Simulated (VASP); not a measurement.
A run of VASP 6.6.1 is set up as follows.

The input INCAR:

```
PREC = Accurate
ENCUT = 600
EDIFF = 1E-6
ISMEAR = 0
SIGMA = 0.03
LREAL = F
LASPH = T
NELM = 80
ALGO = Normal
ISIF = 3
LWAVE = F
LCHARG = F
GGA = MK
LUSE_VDW = T
AGGAC = 0.0
PARAM1 = 0.1234
PARAM2 = 1.0
IBRION = 2
NSW = 90
EDIFFG = -0.01
KPAR = 2
```

File KPOINTS:

```
Automatic mesh
0
Gamma
  12 12 3
```

POSCAR

```
MoS2
1.0
    3.1690000000      0.0000000000      0.0000000000
   -1.5845000000      2.7444345046      0.0000000000
    0.0000000000      0.0000000000     12.3240000000
Mo S
2 4
Direct
    0.3333333333      0.6666666667      0.2500000000
    0.6666666667      0.3333333333      0.7500000000
    0.3333333333      0.6666666667      0.6230000000
    0.6666666667      0.3333333333      0.1230000000
    0.3333333333      0.6666666667      0.8770000000
    0.6666666667      0.3333333333      0.3770000000
```

Potentials or basis: VASP PAW PBE potentials, release 64 (Mo_sv, S).

The run is started by

```console
$ cat potpaw_PBE.64/Mo_sv/POTCAR potpaw_PBE.64/S/POTCAR > POTCAR
$ mpirun -np 2 vasp_std > vasp.out
```

Q: Predict the band gap on the k mesh.

A: 0.88 eV, indirect (least direct gap 1.68 eV).

Step by step:
| step | energy change (eV) | largest force (eV/Å) | pressure (GPa) | volume (Å³) |
| --- | --- | --- | --- | --- |
| 1 | 0.0000 | 0.0462 | 0.17 | 107.18 |
| 2 | 0.0001 | 0.0775 | -0.46 | 107.47 |
| 3 | -0.0004 | 0.0117 | -0.11 | 107.32 |
| 4 | -0.0005 | 0.0081 | 0.06 | 107.19 |

Caveat: the PAW data sets were made with another functional, which shifts forces and pressure a little; an odd mesh through Γ misses points on the zone boundary, where band edges often lie.
